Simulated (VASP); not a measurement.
Write the native input for VASP 6.6.1 that does the following.

```
Task                    : density of states
Functional              : LDA
Potentials or basis     : VASP PAW LDA potentials, release 64 (Ni, Li_sv)
Cutoff                  : 520 eV
k mesh                  : 8 × 8 × 8
Occupations             : tetrahedron, width 0.1 eV
Spin                    : no spin polarisation
Dipole correction       : no
k mesh for the DOS      : 12 × 12 × 12
Occupations for the DOS : tetrahedron
Further INCAR settings  : ALGO = Fast; EDIFF = 1e-07
```

Li2Ni:

```
CELL_PARAMETERS angstrom
1.88068 1.08581 2.75737
-1.88068 1.08581 2.75737
0.00000 -2.17163 2.75737
ATOMIC_POSITIONS crystal
Ni 0.00000 0.00000 0.00000
Li 0.25000 0.25000 0.25000
Li 0.75000 0.75000 0.75000
```

The cell was built by a generator and needn't be a form met in nature.

One way to write it, as run:

POSCAR

```
Li2Ni
1.0
    1.8806835700      1.0858143900      2.7573710400
   -1.8806835700      1.0858143900      2.7573710400
    0.0000000000     -2.1716297800      2.7573710400
Ni Li
1 2
Direct
    0.0000000000      0.0000000000      0.0000000000
    0.2500000000      0.2500000000      0.2500000000
    0.7500000000      0.7500000000      0.7500000000
```

INCAR.step1

```
SYSTEM = Li2Ni
  ALGO = Fast
  EDIFF = 1E-7
  ENCUT = 520
  ISIF = 2
  ISMEAR = -5
  LASPH = .TRUE.
  LCHARG = .TRUE.
  LMAXMIX = 4
  LREAL = .FALSE.
  LWAVE = .FALSE.
  NBANDS = 15
  NELM = 100
  PREC = Accurate
  SIGMA = 0.1
```

KPOINTS.step1

```
k-points
0
G
  8 8 8
  0 0 0
```

INCAR.step2

```
SYSTEM = Li2Ni
  ALGO = Fast
  EDIFF = 1E-7
  ENCUT = 520
  ICHARG = 11
  ISIF = 2
  ISMEAR = -5
  LASPH = .TRUE.
  LCHARG = .FALSE.
  LMAXMIX = 4
  LORBIT = 11
  LREAL = .FALSE.
  LWAVE = .FALSE.
  NEDOS = 2001
  NELM = 100
  PREC = Accurate
  SIGMA = 0.1
```

KPOINTS.step2

```
k-points
0
G
  12 12 12
  0 0 0
```

Potentials or basis: VASP PAW LDA potentials, release 64 (Ni, Li_sv).

Run with:

```bash
$ cat potpaw_LDA.64/Ni/POTCAR potpaw_LDA.64/Li_sv/POTCAR > POTCAR
$ cp INCAR.step1 INCAR
$ cp KPOINTS.step1 KPOINTS
$ mpirun -np 1 vasp_std > vasp.out
$ cp INCAR.step2 INCAR
$ cp KPOINTS.step2 KPOINTS
$ mpirun -np 1 vasp_std > vasp.out
```

It gave:

```
Valence electrons inside the program's atomic spheres : Ni 9.40; Li 2.20
```

It took 110 s on 1 thread of Intel(R) Xeon(R) Platinum 8488C (Sapphire Rapids), with other jobs on the host, peak memory 0.19 GiB.
